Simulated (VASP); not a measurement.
# A VASP study of MnCO3 (Rhodochrosite) (rev-vdW-DF2 + U): structure first, properties next, part 6 of 9

Wanted: the relaxed cell of MnCO3 (Rhodochrosite) and its properties. The start is a cell from a database of measured crystal structures.

VASP 6.6.1; rev-vdW-DF2, DFT+U (Mn d 5 eV), spin-polarised from a ferromagnetic start; plane waves and PAW (Mn_pv, C, O).

Still holding for the runs below: The magnetic state follows from one typed start and may not be the lowest.

So far, gap on the k-mesh (eV): step 2 (relaxing cell and atoms (rev-vdW-DF2 + U)) 3.65. The relaxed cell has a = 4.822, c = 15.570 Å (conventional setting).

### 6. Density of states (rev-vdW-DF2 + U)

A density of states needs more k-points than a total energy; ISMEAR = -5 takes tetrahedra, and LORBIT projects the states on the PAW spheres. The mesh is finer than in the run before.

INCAR reads:

```
SYSTEM = MnCO3
PREC = Accurate
ENCUT = 520
EDIFF = 1E-06
NELM = 100
ISMEAR = -5
SIGMA = 0.05
LREAL = .FALSE.
ALGO = Normal
GGA = MK
AGGAC = 0
LUSE_VDW = .TRUE.
PARAM1 = 0.1234
PARAM2 = 0.711357
ZAB_VDW = -1.8867
LASPH = .TRUE.
NBANDS = 70
ISPIN = 2
MAGMOM = 4.673 4.673 0.021 0.021 0.028 0.028 0.028 0.028 0.028 0.028
LDAU = .TRUE.
LDAUTYPE = 2
LDAUL = 2 -1 -1
LDAUU = 5 0 0
LDAUJ = 0 0 0
LDAUPRINT = 1
LMAXMIX = 4
LORBIT = 11
LWAVE = .FALSE.
LCHARG = .FALSE.
KPAR = 8
NEDOS = 2001
```

POSCAR reads:

```
MnCO3
1.0
    2.4109894724      4.1759562626      0.0000000000
   -2.4109894724      4.1759562626      0.0000000000
    0.0000000000     -2.7839708417      5.1899937859
Mn C O
2 2 6
Direct
    0.0000000000      0.0000000000      0.0000000000
    0.5000000000      0.5000000000      0.5000000000
    0.2500000000      0.2500000000      0.7500000000
    0.7500000000      0.7500000000      0.2500000000
    0.5191346289      0.9808653711      0.7500000000
    0.2500000000      0.5191346289      0.7500000000
    0.9808653711      0.2500000000      0.7500000000
    0.4808653711      0.0191346289      0.2500000000
    0.7500000000      0.4808653711      0.2500000000
    0.0191346289      0.7500000000      0.2500000000
```

KPOINTS reads:

```
Automatic mesh
0
Gamma
7 7 7
0 0 0
```

The projector-augmented-wave data sets are Mn_pv, C and O (PBE family, release 64).

Run with:

```sh
$ mpirun -np 8 vasp_std
```

The program printed:

```text
[... set-up lines as in an earlier step ...]
 entering main loop
       N       E                     dE             d eps       ncg     rms          rms(c)
DAV:   1     0.764563234004E+03    0.76456E+03   -0.33656E+04 12528   0.108E+03
DAV:   2     0.756288562002E+01   -0.75700E+03   -0.69066E+03 12744   0.340E+02
DAV:   3    -0.651649473316E+02   -0.72728E+02   -0.70364E+02 14198   0.117E+02
DAV:   4    -0.665674554608E+02   -0.14025E+01   -0.13962E+01 13824   0.165E+01
DAV:   5    -0.665789302061E+02   -0.11475E-01   -0.11473E-01 13936   0.152E+00    0.231E+01
DAV:   6    -0.612650006515E+02    0.53139E+01   -0.13768E+01 15020   0.249E+01    0.178E+01
DAV:   7    -0.621322046639E+02   -0.86720E+00   -0.31329E+00 13532   0.945E+00    0.110E+01
DAV:   8    -0.622471566436E+02   -0.11495E+00   -0.28462E-01 13466   0.362E+00    0.760E+00
DAV:   9    -0.624234402161E+02   -0.17628E+00   -0.13248E-01 14200   0.219E+00    0.806E-01
DAV:  10    -0.624261821217E+02   -0.27419E-02   -0.25497E-02 13656   0.885E-01    0.383E-01
DAV:  11    -0.624334653179E+02   -0.72832E-02   -0.40033E-03 13492   0.423E-01    0.206E-01
DAV:  12    -0.624341173510E+02   -0.65203E-03   -0.56834E-04 13426   0.199E-01    0.605E-02
DAV:  13    -0.624341645366E+02   -0.47186E-04   -0.80668E-05 13448   0.562E-02    0.456E-02
DAV:  14    -0.624341871935E+02   -0.22657E-04   -0.15287E-05 13350   0.213E-02    0.982E-03
DAV:  15    -0.624341892607E+02   -0.20673E-05   -0.23857E-06 12784   0.106E-02    0.712E-03
DAV:  16    -0.624341899156E+02   -0.65486E-06   -0.29088E-07  7452   0.324E-03
   1 F= -.62434190E+02 E0= -.62434190E+02  d E =0.000000E+00  mag=    10.0000
```

The job ended after 2.3 min (8 MPI ranks of Intel Xeon 6975P-C (Granite Rapids), shared host; peak memory 7.3 GiB; 16 min of CPU time).

Parts of OUTCAR (step 6):

```text
   k-points           NKPTS =     44   k-points in BZ     NKDIM =     44   number of bands    NBANDS=     70

   NELECT =      70.0000    total number of electrons

atom =   1  type =  1  l = 2

 onsite density matrix

spin component  1

spin component  2

 occupancies and eigenvectors

  o =  0.0088  v =  0.0000  0.0000  0.0000  0.0000  0.0000  0.7907 -0.5253  0.0000 -0.2133  0.2312      0.0000  0.0000  0.0000  0.0000  0.0000  0.0000  0.0000  0.0000  0.0000  0.0000
  o =  0.0088  v =  0.0000  0.0000  0.0000  0.0000  0.0000  0.2312  0.2133 -0.0000 -0.5253 -0.7907      0.0000  0.0000  0.0000  0.0000  0.0000  0.0000  0.0000  0.0000  0.0000  0.0000
  o =  0.0128  v =  0.0000  0.0000  0.0000  0.0000  0.0000 -0.0000  0.0000  1.0000 -0.0000 -0.0000      0.0000  0.0000  0.0000  0.0000  0.0000  0.0000  0.0000  0.0000  0.0000  0.0000
  o =  0.0614  v =  0.0000  0.0000  0.0000  0.0000  0.0000 -0.4043 -0.8191  0.0000  0.0876 -0.3974      0.0000  0.0000  0.0000  0.0000  0.0000  0.0000  0.0000  0.0000  0.0000  0.0000
  o =  0.0614  v =  0.0000  0.0000  0.0000  0.0000  0.0000  0.3974  0.0876  0.0000  0.8191 -0.4043      0.0000  0.0000  0.0000  0.0000  0.0000  0.0000  0.0000  0.0000  0.0000  0.0000
  o =  0.9443  v =  0.8194 -0.5048  0.0000 -0.2160  0.1647  0.0000  0.0000  0.0000  0.0000  0.0000      0.0000  0.0000  0.0000  0.0000  0.0000  0.0000  0.0000  0.0000  0.0000  0.0000
  o =  0.9443  v =  0.1647  0.2160 -0.0000 -0.5048 -0.8194  0.0000  0.0000  0.0000  0.0000  0.0000      0.0000  0.0000  0.0000  0.0000  0.0000  0.0000  0.0000  0.0000  0.0000  0.0000
  o =  0.9457  v = -0.0000  0.0000  1.0000 -0.0000 -0.0000  0.0000  0.0000  0.0000  0.0000  0.0000      0.0000  0.0000  0.0000  0.0000  0.0000  0.0000  0.0000  0.0000  0.0000  0.0000
  o =  0.9801  v = -0.4156 -0.8308  0.0000  0.0913 -0.3589  0.0000  0.0000  0.0000  0.0000  0.0000      0.0000  0.0000  0.0000  0.0000  0.0000  0.0000  0.0000  0.0000  0.0000  0.0000
  o =  0.9801  v =  0.3589  0.0913  0.0000  0.8308 -0.4156  0.0000  0.0000  0.0000  0.0000  0.0000      0.0000  0.0000  0.0000  0.0000  0.0000  0.0000  0.0000  0.0000  0.0000  0.0000

atom =   2  type =  1  l = 2

 onsite density matrix

spin component  1

spin component  2

 occupancies and eigenvectors

  o =  0.0088  v =  0.0000  0.0000  0.0000  0.0000  0.0000  0.7914  0.5246 -0.0000 -0.2149 -0.2287      0.0000  0.0000  0.0000  0.0000  0.0000  0.0000  0.0000  0.0000  0.0000  0.0000
  o =  0.0088  v =  0.0000  0.0000  0.0000  0.0000  0.0000  0.2287 -0.2149  0.0000 -0.5246  0.7914      0.0000  0.0000  0.0000  0.0000  0.0000  0.0000  0.0000  0.0000  0.0000  0.0000
  o =  0.0128  v =  0.0000  0.0000  0.0000  0.0000  0.0000  0.0000  0.0000  1.0000  0.0000 -0.0000      0.0000  0.0000  0.0000  0.0000  0.0000  0.0000  0.0000  0.0000  0.0000  0.0000
  o =  0.0614  v =  0.0000  0.0000  0.0000  0.0000  0.0000 -0.4043  0.8191 -0.0000  0.0878  0.3975      0.0000  0.0000  0.0000  0.0000  0.0000  0.0000  0.0000  0.0000  0.0000  0.0000
  o =  0.0614  v =  0.0000  0.0000  0.0000  0.0000  0.0000  0.3975 -0.0878 -0.0000  0.8191  0.4043      0.0000  0.0000  0.0000  0.0000  0.0000  0.0000  0.0000  0.0000  0.0000  0.0000
  o =  0.9443  v =  0.8194  0.5048 -0.0000 -0.2160 -0.1648  0.0000  0.0000  0.0000  0.0000  0.0000      0.0000  0.0000  0.0000  0.0000  0.0000  0.0000  0.0000  0.0000  0.0000  0.0000
  o =  0.9443  v = -0.1648  0.2160 -0.0000  0.5048 -0.8194  0.0000  0.0000  0.0000  0.0000  0.0000      0.0000  0.0000  0.0000  0.0000  0.0000  0.0000  0.0000  0.0000  0.0000  0.0000
  o =  0.9457  v = -0.0000 -0.0000 -1.0000 -0.0000  0.0000  0.0000  0.0000  0.0000  0.0000  0.0000      0.0000  0.0000  0.0000  0.0000  0.0000  0.0000  0.0000  0.0000  0.0000  0.0000
  o =  0.9801  v = -0.4156  0.8308 -0.0000  0.0913  0.3589  0.0000  0.0000  0.0000  0.0000  0.0000      0.0000  0.0000  0.0000  0.0000  0.0000  0.0000  0.0000  0.0000  0.0000  0.0000
  o =  0.9801  v =  0.3589 -0.0913 -0.0000  0.8308  0.4156  0.0000  0.0000  0.0000  0.0000  0.0000      0.0000  0.0000  0.0000  0.0000  0.0000  0.0000  0.0000  0.0000  0.0000  0.0000

 E-fermi :   3.3030

 spin component 1
 k-point     1 :       0.0000    0.0000    0.0000
  band No.  band energies     occupation
    ...
     36       1.5150      1.00000
     37       1.5151      1.00000
     38       1.5151      1.00000
     39       2.9551      1.00000
     40       2.9551      1.00000
     41       7.0744      0.00000
     42       7.4779      0.00000
     43       7.6403      0.00000
     44      11.5859      0.00000
     45      13.1318      0.00000
    ...

 k-point     2 :       0.1429   -0.0000    0.0000
  band No.  band energies     occupation
    ...
     36       1.4202      1.00000
     37       1.6806      1.00000
     38       1.8352      1.00000
     39       2.8578      1.00000
     40       2.9588      1.00000
     41       7.3621      0.00000
     42       7.6473      0.00000
     43       7.6755      0.00000
     44      11.8432      0.00000
     45      12.5840      0.00000
    ...

Total vdW correction in eV:     12.6161218

  Total        0.0284194      0.0284194      0.0192742      0.0000000      0.0000000      0.0000000
  in kB        0.4356901      0.4356901      0.2954878      0.0000000      0.0000000      0.0000000
  external PRESSURE =       0.3889560 kB  Pullay stress =       0.0000000 kB

 POSITION                                       TOTAL-FORCE (eV/Angst)
 -----------------------------------------------------------------------------------
      0.00000      0.00000      0.00000         0.000000      0.000000      0.000000
      0.00000      2.78397      2.59500        -0.000000      0.000000      0.000000
      0.00000      0.00000      3.89250         0.000000      0.000000     -0.000000
      0.00000      5.56794      1.29750        -0.000000      0.000000     -0.000000
     -1.11323      4.17596      3.89250        -0.004208      0.000000      0.000000
     -0.64888      1.12389      3.89250         0.002104     -0.003644     -0.000000
      1.76211      3.05206      3.89250         0.002104      0.003644     -0.000000
      1.11323      1.39199      1.29750         0.004208      0.000000     -0.000000
      0.64888      4.44405      1.29750        -0.002104      0.003644      0.000000
     -1.76211      2.51588      1.29750        -0.002104     -0.003644      0.000000
 -----------------------------------------------------------------------------------
    total drift:                                0.000000      0.000000      0.000000

  FREE ENERGIE OF THE ION-ELECTRON SYSTEM (eV)
  ---------------------------------------------------
  free  energy   TOTEN  =       -62.4341899156 eV

  energy  without entropy=      -62.4341899156  energy(sigma->0) =      -62.43418992

Total vdW correction in eV:     12.6160755

[... 14 parts as in an earlier step ...]

[... 12 further parts left out ...]
```

Numbers from this step:

* irreducible k-points: 44
* Fermi energy: 3.303 eV
* pressure: 0.03890 GPa
* valence top at k: 0.4286, 0.4286, 0
* conduction bottom at k: 0, 0, 0.2857
* least direct gap on the k-mesh, within one spin: 4.045 eV
* gap on the k-mesh: 3.593 eV

The density of states has structure finer than the step of the table below, so its rows give means over 0.5 eV, whole bins alone (the curve runs from -12.0 to 9.71 eV). Peaks (eV: height): total up -7.50: 8.33, -7.18: 6.18, -4.94: 6.67, -3.18: 17.2; total down -7.10: 10.9, -3.26: 8.05, 5.38: 10.0, 6.10: 8.02; Mn d up -4.94: 2.57, -3.18: 13.5; Mn d down 5.38: 8.19, 5.62: 5.53, 6.10: 6.37, 6.34: 4.15; O p up -7.50: 3.85, -7.34: 3.45, -7.18: 3.02, -1.90: 2.98.

States under -12.0 eV and over 9.7 eV are left out. Table of density of states by energy, zero at the valence-band top; means over each step; 7 of 16 lines; values in states/eV/cell:

```
energy (eV)  total up  total down  Mn d up  Mn d down   O p up  O p down   C p up
      -10.0         0           0        0          0        0         0        0
       -9.5     0.464      0.0193  0.00665     1.3e-5    0.178   0.00757  0.00264
       -9.0      3.39        2.02    0.146     0.0137     1.30     0.792   0.0138
       -8.5     0.144        1.96  0.00281     0.0209   0.0575     0.784   5.7e-4
       -8.0     0.792           0   0.0507          0    0.348         0    0.118
       -7.5      6.15        2.35    0.411     0.0223     2.85      1.12    0.966
       -7.0      2.59        6.35    0.109     0.0647     1.20      3.17    0.424
       -6.5      2.28        2.14    0.166     0.0147    0.957     0.972    0.392
       -6.0     0.187        1.12   0.0171     0.0139   0.0744     0.488   0.0344
       -5.5    0.0705      0.0473   0.0255     2.7e-4   0.0258    0.0203  0.00107
       -5.0      3.65           0     1.42          0     1.32         0   0.0538
       -4.5      2.28           0    0.845          0    0.836         0   0.0254
       -4.0      3.70        2.02     1.57     0.0455     1.23      1.22   0.0427
       -3.5      6.77        4.08     4.20      0.105     1.45      2.63   0.0714
       -3.0      5.70        4.39     3.76      0.106     1.11      2.90   0.0657
       -2.5      4.44        3.31     1.76     0.0465     1.76      2.28   0.0454
       -2.0      4.14        2.67     1.21     0.0379     2.05      1.90   0.0339
       -1.5      3.27        3.48     1.09     0.0883     1.57      2.49   0.0334
       -1.0      2.64      0.0402     1.15          0     1.09         0   0.0223
       -0.5      2.34           0    0.835          0     1.16         0  0.00889
        0.0      1.02           0    0.307          0    0.554         0  0.00547
        0.5         0           0        0          0        0         0        0
        1.0         0           0        0          0        0         0        0
        1.5         0           0        0          0        0         0        0
        2.0         0           0        0          0        0         0        0
        2.5         0           0        0          0        0         0        0
        3.0         0           0        0          0        0         0        0
        3.5    0.0249      0.0142   2.0e-4    0.00202  0.00297   0.00191  0.00560
        4.0     0.559        2.37  0.00698      0.481   0.0948     0.440    0.156
        4.5      3.01        1.64   0.0503      0.376    0.791     0.273    0.974
        5.0     0.699        3.93   0.0144       2.96    0.193     0.113    0.169
        5.5     0.305        7.18  0.00147       5.63   0.0584     0.308   0.0117
        6.0     0.474        4.72  0.00220       3.56   0.0897     0.213   0.0122
        6.5     0.706        3.76  0.00286       2.84    0.127     0.310   0.0142
        7.0     0.697        1.54  0.00268      0.812    0.132     0.237   0.0175
        7.5      1.26       0.848  0.00552      0.154    0.245     0.139   0.0369
        8.0      1.13       0.641  0.00615     0.0500    0.196     0.109   0.0278
        8.5      1.53       0.932   0.0115     0.0483    0.230     0.165   0.0323
        9.0      1.14        1.64   0.0109     0.0655    0.163     0.272   0.0305
```

The gap on this mesh is 3.59 eV. In the top eV of the valence band the largest shares in the PAW spheres are O p 50 % and Mn d 36 %; in the lowest eV of the conduction band, C p 29 %, O p 20 % and Mn d 13 %. The rest lies in smaller channels or between the spheres.

[end of part 6 of 9]

[Lines on the potential files, build, host, timing and source positions are cut from VASP's logs without a mark.]

[Logs are printed without paths, hosts, clocks, repeated set-up lines and the standing remarks that a program may print on its own settings, such as how far it seeks lower states.]

[Hosts, paths, dates, database ids (printed as entryN), source tags and the programs' standing remarks are cut or masked in the printed files.]

[A measured line is paired with the nearest computed mode of its activity, which favours agreement.]
